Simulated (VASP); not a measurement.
# K2BrF with PBE: from relaxation to properties, part 3 of 5

What structure does K2BrF take at this level, and what are its properties? The cell is invented: it takes the structure of COD entry 9008651, KCl (space group 225 there), with some of its atoms replaced by other elements, volume scaled by an estimate. It may not be a known or stable phase.

VASP 6.6.1; PBE; plane waves and PAW (Br, K_sv, F); invented cell.

So far, gap on the k-mesh (eV): step 2 (rough relaxation of the start cell) 4.04; step 3 (relaxing cell and atoms (PBE)) 4.03. The relaxed cell has a = 4.244, c = 21.422 Å (conventional setting).

## 5. Bands along the symmetry lines (PBE)

Levels along the symmetry lines show where the bands peak and cross; KPOINTS_OPT computes them in the converged potential.

File INCAR:

```
SYSTEM = K2BrF
PREC = Accurate
ENCUT = 520
EDIFF = 1E-06
NELM = 100
ISMEAR = 0
SIGMA = 0.05
LREAL = .FALSE.
ALGO = Normal
GGA = PE
NBANDS = 30
LORBIT = 11
LWAVE = .FALSE.
LCHARG = .FALSE.
KPAR = 2
```

File POSCAR:

```
K2BrF
1.0
    2.1221312016      1.2252133082      7.1407382057
   -2.1221312016      1.2252133082      7.1407382057
    0.0000000000     -2.4504256162      7.1407382035
Br K F
1 2 1
Direct
    0.5000000000      0.5000000000      0.5000000000
    0.7344822843      0.7344822843      0.7344822842
    0.2655177157      0.2655177157      0.2655177158
    0.0000000000      0.0000000000      0.0000000000
```

File KPOINTS:

```
Automatic mesh
0
Gamma
7 7 7
0 0 0
```

File KPOINTS_OPT:

```
Line mode
16
Line-mode
Reciprocal
  0.00000000   0.00000000   0.00000000 GAMMA
  0.50000000   0.00000000   0.00000000 L

  0.50000000   0.00000000   0.00000000 L
  0.50000000   0.18629330  -0.18629330 B1

  0.81370670   0.50000000   0.18629330 B
  0.50000000   0.50000000   0.50000000 Z

  0.50000000   0.50000000   0.50000000 Z
  0.00000000   0.00000000   0.00000000 GAMMA

  0.00000000   0.00000000   0.00000000 GAMMA
  0.34314665   0.00000000  -0.34314665 X

  0.65685335   0.34314665   0.00000000 Q
  0.50000000   0.50000000   0.00000000 F

  0.50000000   0.50000000   0.00000000 F
  0.65685335   0.65685335   0.18629330 P1

  0.65685335   0.65685335   0.18629330 P1
  0.50000000   0.50000000   0.50000000 Z

  0.50000000   0.00000000   0.00000000 L
  0.81370670   0.34314665   0.34314665 P
```

The projector-augmented-wave data sets are Br, K_sv and F (PBE family, release 64).

The run is started by

```bash
> mpirun -np 2 vasp_std
```

What it wrote:

```text
[... set-up lines as in an earlier step ...]
 entering main loop
       N       E                     dE             d eps       ncg     rms          rms(c)
DAV:   1     0.226519375788E+03    0.22652E+03   -0.13842E+04  2640   0.944E+02
DAV:   2     0.501799378565E+00   -0.22602E+03   -0.21366E+03  3084   0.278E+02
DAV:   3    -0.154899358880E+02   -0.15992E+02   -0.15890E+02  4322   0.616E+01
DAV:   4    -0.158368644932E+02   -0.34693E+00   -0.34584E+00  3698   0.807E+00
DAV:   5    -0.158437689066E+02   -0.69044E-02   -0.69038E-02  3728   0.935E-01    0.701E+00
DAV:   6    -0.143223536049E+02    0.15214E+01   -0.43317E+00  3248   0.826E+00    0.410E+00
DAV:   7    -0.142655219359E+02    0.56832E-01   -0.17496E-01  3540   0.192E+00    0.259E+00
DAV:   8    -0.142523853737E+02    0.13137E-01   -0.93152E-02  3290   0.178E+00    0.316E-01
DAV:   9    -0.142568518966E+02   -0.44665E-02   -0.12728E-02  3694   0.513E-01    0.165E-01
DAV:  10    -0.142577043369E+02   -0.85244E-03   -0.83429E-04  3292   0.174E-01    0.902E-02
DAV:  11    -0.142584451101E+02   -0.74077E-03   -0.66686E-04  3012   0.129E-01    0.144E-02
DAV:  12    -0.142584711341E+02   -0.26024E-04   -0.24437E-05  3684   0.285E-02    0.995E-03
DAV:  13    -0.142584734513E+02   -0.23172E-05   -0.91677E-06  3078   0.175E-02    0.317E-03
DAV:  14    -0.142584738124E+02   -0.36108E-06   -0.38907E-07  2862   0.404E-03
   1 F= -.14258474E+02 E0= -.14258474E+02  d E =-.227514E-19
 Start KPOINTS_OPT (optional k-point list driver)
k-point batch [1-44\144]
       N       E                     dE             ncg
DAV:   1    -0.612972890450E+04   -0.38126E+05     2640
DAV:   2    -0.157712189298E+05   -0.96415E+04     3052
DAV:   3    -0.164666477914E+05   -0.69543E+03     4368
DAV:   4    -0.164841156633E+05   -0.17468E+02     3824
DAV:   5    -0.164844247687E+05   -0.30911E+00     3770
DAV:   6    -0.164844270201E+05   -0.22514E-02     3680
DAV:   7    -0.164844270729E+05   -0.52794E-04     3768
DAV:   8    -0.164844270735E+05   -0.58011E-06     2714
[...]
k-point batch [133-144\144]
       N       E                     dE             ncg
DAV:   1     0.218816409549E+05   -0.12805E+05      720
DAV:   2     0.192485848027E+05   -0.26331E+04      844
DAV:   3     0.190523985155E+05   -0.19619E+03     1162
DAV:   4     0.190477112307E+05   -0.46873E+01     1066
DAV:   5     0.190476144130E+05   -0.96818E-01     1028
DAV:   6     0.190476137454E+05   -0.66764E-03     1066
DAV:   7     0.190476137321E+05   -0.13325E-04     1016
DAV:   8     0.190476137319E+05   -0.12651E-06      788
```

Run time: 3.8 min. Hardware: 2 MPI ranks of Intel Xeon 6975P-C (Granite Rapids), shared host; peak memory 0.98 GiB; 7.5 min of CPU time.

From OUTCAR (step 5):

```text
   k-points           NKPTS =     44   k-points in BZ     NKDIM =     44   number of bands    NBANDS=     30

   NELECT =      32.0000    total number of electrons

 E-fermi :  -1.0469

 k-point     1 :       0.0000    0.0000    0.0000
  band No.  band energies     occupation
    ...
     12      -3.0376      2.00000
     13      -3.0376      2.00000
     14      -2.1816      2.00000
     15      -1.3527      2.00000
     16      -1.3527      2.00000
     17       2.6745      0.00000
     18       5.4683      0.00000
     19       5.9041      0.00000
     20       6.6662      0.00000
     21       6.6662      0.00000
    ...

  Total        0.0003563      0.0003563     -0.0001652      0.0000000     -0.0000000      0.0000000
  in kB        0.0051242      0.0051242     -0.0023762      0.0000000     -0.0000000      0.0000000
  external PRESSURE =       0.0026240 kB  Pullay stress =       0.0000000 kB

 POSITION                                       TOTAL-FORCE (eV/Angst)
 -----------------------------------------------------------------------------------
      0.00000      0.00000     10.71111         0.000000      0.000000      0.000000
      0.00000      0.00000     15.73424         0.000000      0.000000      0.004063
      0.00000      0.00000      5.68798         0.000000     -0.000000     -0.004063
      0.00000      0.00000      0.00000        -0.000000      0.000000      0.000000
 -----------------------------------------------------------------------------------
    total drift:                                0.000000      0.000000     -0.000000

  FREE ENERGIE OF THE ION-ELECTRON SYSTEM (eV)
  ---------------------------------------------------
  free  energy   TOTEN  =       -14.2584738124 eV

  energy  without entropy=      -14.2584738124  energy(sigma->0) =      -14.25847381

[... 8 parts as in an earlier step ...]

[... 8 further parts left out ...]
```

Spin-orbit coupling is off here; it would split degenerate levels, and where the valence top consists of them it lifts Br p states by about 0.1 eV.

Numbers from this step:

* bands: 30
* Fermi energy: -1.047 eV
* pressure: 2.62e-4 GPa
* least gap on mesh and path: 4.027 eV
* least direct gap on mesh and path: 4.027 eV

Electronic bands along the path, in eV, zero at the valence-band top; v1 is the highest filled band, c1 the lowest empty one:

| point | v4 | v3 | v2 | v1 | c1 | c2 | c3 | c4 |
| --- | --- | --- | --- | --- | --- | --- | --- | --- |
| Γ | -1.69 | -0.83 | 0.00 | 0.00 | 4.03 | 6.82 | 7.26 | 8.02 |
| 0.47 of the way | -1.68 | -0.85 | -0.66 | -0.14 | 5.02 | 7.01 | 7.29 | 7.94 |
| L | -1.60 | -1.28 | -0.81 | -0.29 | 6.25 | 6.78 | 6.95 | 7.84 |
| 0.47 of the way | -1.59 | -1.17 | -0.79 | -0.54 | 6.47 | 7.10 | 7.18 | 7.89 |
| B1 | -1.60 | -0.97 | -0.84 | -0.78 | 6.67 | 7.21 | 7.32 | 8.03 |
| jump to B | -1.60 | -0.97 | -0.84 | -0.78 | 6.67 | 7.21 | 7.32 | 8.03 |
| 0.47 of the way | -1.66 | -0.86 | -0.77 | -0.28 | 5.98 | 6.41 | 7.13 | 7.18 |
| Z | -1.68 | -1.14 | -0.01 | -0.01 | 5.33 | 5.61 | 6.58 | 8.64 |
| 0.53 of the way | -1.68 | -0.96 | -0.01 | -0.01 | 4.39 | 6.62 | 6.81 | 8.17 |
| Γ | -1.69 | -0.83 | 0.00 | 0.00 | 4.03 | 6.82 | 7.26 | 8.02 |
| 0.53 of the way | -1.64 | -0.89 | -0.84 | -0.32 | 5.61 | 7.25 | 7.35 | 7.69 |
| X | -1.59 | -0.94 | -0.88 | -0.78 | 6.66 | 7.24 | 7.40 | 7.96 |
| jump to Q | -1.59 | -0.94 | -0.88 | -0.78 | 6.66 | 7.24 | 7.40 | 7.96 |
| 0.47 of the way | -1.61 | -1.12 | -0.78 | -0.53 | 6.34 | 7.00 | 7.21 | 8.05 |
| F | -1.62 | -1.18 | -0.77 | -0.29 | 5.97 | 6.94 | 7.16 | 7.57 |
| 0.53 of the way | -1.62 | -1.19 | -0.78 | -0.29 | 5.99 | 6.94 | 7.07 | 7.64 |
| P1 | -1.62 | -1.19 | -0.78 | -0.29 | 6.03 | 6.85 | 7.01 | 7.72 |
| 0.53 of the way | -1.68 | -0.92 | -0.57 | -0.13 | 5.69 | 6.20 | 6.74 | 7.65 |
| Z | -1.68 | -1.14 | -0.01 | -0.01 | 5.33 | 5.61 | 6.58 | 8.64 |
| jump to L | -1.60 | -1.28 | -0.81 | -0.29 | 6.25 | 6.78 | 6.95 | 7.84 |
| 0.53 of the way | -1.61 | -1.25 | -0.79 | -0.29 | 6.17 | 6.73 | 7.03 | 7.82 |
| P | -1.62 | -1.19 | -0.78 | -0.29 | 6.03 | 6.85 | 7.01 | 7.72 |

Of the projections kept (Br, K, F), the largest for each band there, as a share of the weight inside these atoms' spheres; weight between the spheres isn't counted:

| point | v4 | v3 | v2 | v1 | c1 | c2 | c3 | c4 |
| --- | --- | --- | --- | --- | --- | --- | --- | --- |
| Γ | F 0.98 | Br 0.70 | Br 0.98 | Br 0.98 | K 0.60 | K 0.57 | K 0.59 | K 0.93 |
| L | F 0.98 | Br 0.95 | Br 0.96 | Br 0.98 | K 0.63 | K 0.57 | K 0.94 | K 0.74 |
| B1 | F 0.97 | Br 0.91 | Br 0.95 | Br 0.95 | K 0.79 | K 0.71 | K 0.70 | K 0.61 |
| B | F 0.97 | Br 0.91 | Br 0.95 | Br 0.95 | K 0.79 | K 0.71 | K 0.70 | K 0.61 |
| Z | F 0.99 | Br 0.96 | Br 0.99 | Br 0.99 | K 0.47 | K 0.41 | K 0.72 | K 0.99 |
| Γ | F 0.98 | Br 0.70 | Br 0.98 | Br 0.98 | K 0.60 | K 0.57 | K 0.59 | K 0.93 |

The path finds the gap of the mesh within 0.02 eV, so the mesh comes close to both band edges.

## 6. Total and projected DOS (PBE)

A density of states needs more k-points than a total energy, and tetrahedra (ISMEAR = -5) or a smearing that fits the mesh; LORBIT projects the states on the PAW spheres. The mesh is finer than in the run before.

INCAR, as its differences from that of step 5:

```diff
@@ -5,3 +5,3 @@
 NELM = 100
-ISMEAR = 0
+ISMEAR = -5
 SIGMA = 0.05
@@ -15 +15,2 @@
 KPAR = 2
+NEDOS = 2001
```

POSCAR is that of step 5.

File KPOINTS:

```
Automatic mesh
0
Gamma
11 11 11
0 0 0
```

The run is started by

```bash
> mpirun -np 2 vasp_std
```

What it wrote:

```text
[... set-up lines as in an earlier step ...]
 entering main loop
       N       E                     dE             d eps       ncg     rms          rms(c)
DAV:   1     0.224491303392E+03    0.22449E+03   -0.13864E+04  8760   0.945E+02
DAV:   2     0.340613953531E+00   -0.22415E+03   -0.21204E+03 10072   0.277E+02
DAV:   3    -0.154983860669E+02   -0.15839E+02   -0.15738E+02 14482   0.613E+01
DAV:   4    -0.158373690927E+02   -0.33898E+00   -0.33800E+00 12476   0.795E+00
DAV:   5    -0.158437541321E+02   -0.63850E-02   -0.63846E-02 12444   0.925E-01    0.701E+00
DAV:   6    -0.143221564803E+02    0.15216E+01   -0.43330E+00 10702   0.826E+00    0.409E+00
DAV:   7    -0.142654734216E+02    0.56683E-01   -0.17680E-01 11818   0.192E+00    0.259E+00
DAV:   8    -0.142523877306E+02    0.13086E-01   -0.93118E-02 10840   0.178E+00    0.315E-01
DAV:   9    -0.142568415111E+02   -0.44538E-02   -0.12772E-02 12428   0.513E-01    0.165E-01
DAV:  10    -0.142577024028E+02   -0.86089E-03   -0.84268E-04 10746   0.174E-01    0.897E-02
DAV:  11    -0.142584435475E+02   -0.74114E-03   -0.67209E-04  9984   0.129E-01    0.145E-02
DAV:  12    -0.142584684772E+02   -0.24930E-04   -0.23914E-05 12396   0.282E-02    0.996E-03
DAV:  13    -0.142584707809E+02   -0.23038E-05   -0.92634E-06 10272   0.176E-02    0.321E-03
DAV:  14    -0.142584711410E+02   -0.36010E-06   -0.38448E-07  9366   0.405E-03
   1 F= -.14258471E+02 E0= -.14258471E+02  d E =0.000000E+00
```

Elapsed: 4.4 min, on 2 MPI ranks; peak memory 1.4 GiB.

From OUTCAR (step 6):

```text
   k-points           NKPTS =    146   k-points in BZ     NKDIM =    146   number of bands    NBANDS=     30

   NELECT =      32.0000    total number of electrons

 E-fermi :  -1.3434

 k-point     2 :       0.0909   -0.0000    0.0000
  band No.  band energies     occupation
    ...
     12      -3.0486      2.00000
     13      -3.0364      2.00000
     14      -2.1897      2.00000
     15      -1.4925      2.00000
     16      -1.3780      2.00000
     17       2.8614      0.00000
     18       5.6176      0.00000
     19       5.9118      0.00000
     20       6.5270      0.00000
     21       6.7936      0.00000
    ...

  Total        0.0003431      0.0003431     -0.0002196      0.0000000     -0.0000000      0.0000000
  in kB        0.0049340      0.0049340     -0.0031581      0.0000000     -0.0000000      0.0000000
  external PRESSURE =       0.0022366 kB  Pullay stress =       0.0000000 kB

 POSITION                                       TOTAL-FORCE (eV/Angst)
 -----------------------------------------------------------------------------------
      0.00000      0.00000     10.71111        -0.000000      0.000000      0.000000
      0.00000      0.00000     15.73424         0.000000      0.000000      0.004065
      0.00000      0.00000      5.68798         0.000000     -0.000000     -0.004065
      0.00000      0.00000      0.00000         0.000000      0.000000      0.000000
 -----------------------------------------------------------------------------------
    total drift:                                0.000000      0.000000     -0.000000

  FREE ENERGIE OF THE ION-ELECTRON SYSTEM (eV)
  ---------------------------------------------------
  free  energy   TOTEN  =       -14.2584711410 eV

  energy  without entropy=      -14.2584711410  energy(sigma->0) =      -14.25847114

[... 9 parts as in an earlier step ...]

[... 7 further parts left out ...]
```

Numbers from this step:

```
irreducible k-points : 146
Fermi energy         : -1.343 eV
pressure             : 2.24e-4 GPa
```

The density of states has structure finer than the step of the table below, so its rows give means over 0.5 eV, whole bins alone (the curve runs from -12.0 to 8.76 eV). Peaks (eV: height): total -11.60: 61.4, -11.41: 18.4, -1.69: 29.8, -0.78: 15.2; F p -1.69: 21.3; Br p -1.05: 3.22, -0.78: 8.18, -0.32: 3.43; K d 7.20: 1.30, 7.84: 0.915; K p -11.60: 56.7.

States under -12.0 eV and over 8.8 eV are left out. The density of states by energy, zero at the valence-band top; means over each step; values in states/eV/cell:

| energy (eV) | total | F p | Br p | K d | K p | Br s |
| --- | --- | --- | --- | --- | --- | --- |
| -11.5 | 21.9 | 0.0117 | 0.00835 | 4.9e-4 | 19.6 | 0.659 |
| -11.0 | 0.0352 | 0 | 0 | 0 | 0.0279 | 0.00484 |
| -10.5 | 0 | 0 | 0 | 0 | 0 | 0 |
| -10.0 | 0 | 0 | 0 | 0 | 0 | 0 |
| -9.5 | 0 | 0 | 0 | 0 | 0 | 0 |
| -9.0 | 0 | 0 | 0 | 0 | 0 | 0 |
| -8.5 | 0 | 0 | 0 | 0 | 0 | 0 |
| -8.0 | 0 | 0 | 0 | 0 | 0 | 0 |
| -7.5 | 0 | 0 | 0 | 0 | 0 | 0 |
| -7.0 | 0 | 0 | 0 | 0 | 0 | 0 |
| -6.5 | 0 | 0 | 0 | 0 | 0 | 0 |
| -6.0 | 0 | 0 | 0 | 0 | 0 | 0 |
| -5.5 | 0 | 0 | 0 | 0 | 0 | 0 |
| -5.0 | 0 | 0 | 0 | 0 | 0 | 0 |
| -4.5 | 0 | 0 | 0 | 0 | 0 | 0 |
| -4.0 | 0 | 0 | 0 | 0 | 0 | 0 |
| -3.5 | 0 | 0 | 0 | 0 | 0 | 0 |
| -3.0 | 0 | 0 | 0 | 0 | 0 | 0 |
| -2.5 | 0 | 0 | 0 | 0 | 0 | 0 |
| -2.0 | 4.38 | 2.96 | 0.0844 | 0.0140 | 0.0341 | 6.2e-4 |
| -1.5 | 7.71 | 5.39 | 0.112 | 0.0287 | 0.0699 | 8.6e-4 |
| -1.0 | 6.07 | 0.267 | 3.05 | 0.0264 | 0.0844 | 0.00224 |
| -0.5 | 4.17 | 0.0362 | 2.36 | 0.0231 | 0.0396 | 0.00179 |
| 0.0 | 1.68 | 0.00423 | 1.02 | 0.00893 | 0.00773 | 2.4e-4 |
| 0.5 | 0 | 0 | 0 | 0 | 0 | 0 |
| 1.0 | 0 | 0 | 0 | 0 | 0 | 0 |
| 1.5 | 0 | 0 | 0 | 0 | 0 | 0 |
| 2.0 | 0 | 0 | 0 | 0 | 0 | 0 |
| 2.5 | 0 | 0 | 0 | 0 | 0 | 0 |
| 3.0 | 0 | 0 | 0 | 0 | 0 | 0 |
| 3.5 | 0 | 0 | 0 | 0 | 0 | 0 |
| 4.0 | 0.0267 | 1.4e-4 | 2.6e-4 | 1.5e-5 | 2.3e-4 | 0.00106 |
| 4.5 | 0.207 | 0.00290 | 0.00441 | 7.5e-4 | 0.00352 | 0.00708 |
| 5.0 | 0.416 | 0.00929 | 0.0133 | 0.00446 | 0.0110 | 0.0107 |
| 5.5 | 0.692 | 0.0208 | 0.0238 | 0.0173 | 0.0231 | 0.0115 |
| 6.0 | 1.63 | 0.0600 | 0.0242 | 0.171 | 0.0425 | 0.0173 |
| 6.5 | 2.76 | 0.0846 | 0.0442 | 0.393 | 0.0782 | 0.0285 |
| 7.0 | 5.22 | 0.132 | 0.144 | 0.848 | 0.157 | 0.0611 |
| 7.5 | 2.40 | 0.0545 | 0.0911 | 0.486 | 0.0482 | 0.0289 |
| 8.0 | 2.72 | 0.0431 | 0.120 | 0.572 | 0.0684 | 0.0326 |
| 8.5 | 2.95 | 0.0278 | 0.0275 | 1.09 | 0.0455 | 0.0117 |

The gap on this mesh is 4.03 eV. In the top eV of the valence band the largest shares in the PAW spheres are Br p 55 %. The rest lies in smaller channels or between the spheres.

(Part 3 of 5 ends here.)

[Lines on the potential files, build, host, timing and source positions are cut from VASP's logs without a mark.]

[Logs are printed without paths, hosts, clocks, repeated set-up lines and the standing remarks that a program may print on its own settings, such as how far it seeks lower states.]

[Hosts, paths, dates, database ids (printed as entryN), source tags and the programs' standing remarks are cut or masked in the printed files.]

[A measured line is paired with the nearest computed mode of its activity, which favours agreement.]

[In band tables of VASP the shares of atoms and orbitals are scaled to a sum of 1 inside the atoms' spheres.]
